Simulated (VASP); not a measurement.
```xyz
2
Lattice="0.0000 2.0134 2.0134 2.0134 0.0000 2.0134 2.0134 2.0134 0.0000" Properties=species:S:1:pos:R:3 pbc="T T T"
Li     0.0000     0.0000     0.0000
H      2.0134     2.0134     2.0134
```

Level of theory: vdW-DF2, VASP's PBE PAW potentials (set 64) (plane waves; VASP 6.6.1). Settings: 520 eV cut-off, Gaussian smearing of 0.050 eV, potentials Li_sv H.

Predict the band gap (along the path) with the smallest direct gap where there is one.

| Quantity | Result |
|---|---|
| band gap (along the path) | 3.74 eV |
| smallest direct gap (along the path) | 3.74 eV |

Total energies compare only between runs with the same potentials, cut-off and functional.

The compound is LiH in the rock salt structure. It was relaxed first.
